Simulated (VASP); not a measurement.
Data:

```
Ca
1.0
    0.00000     2.79000     2.79000
    2.79000     0.00000     2.79000
    2.79000     2.79000     0.00000
Ca
1
Direct
  0.00000   0.00000   0.00000
```

Calculation: revTPSS meta-GGA, VASP's PBE PAW potentials (set 64) (plane waves; VASP). Run with 520 eV cut-off, 10×10×10 Γ-centred mesh, first-order Methfessel-Paxton smearing of 0.10 eV, potentials Ca_sv.

Energy and stress use the plane-wave basis of the starting cell.

Question: The ions, cell shape and volume are relaxed. Predict the relaxed structure.

Answer: 
```
Ca
1.0
    0.00000     2.76373     2.76373
    2.76373     0.00000     2.76373
    2.76373     2.76373     0.00000
Ca
1
Direct
  0.00000   0.00000   0.00000
```
Space group Fm-3m (225), at a tolerance of 0.03 Å.

Question: How do energy and volume change from the first to the last step?

Answer: The energy (σ→0) changes by -1.8 meV/atom and the volume by -2.8 %, in 3 ionic steps.

```csv
step,E(σ→0) (eV),max force (eV/Å),pressure (GPa),volume (Å³)
1,-2.3486,0.000,-0.49,43.44
2,-2.3503,0.000,-0.15,42.60
3,-2.3505,0.000,0.01,42.22
```

The compound is Ca in the fcc structure. This run relaxes it. Symmetry was kept, so distortions that lower it aren't found.
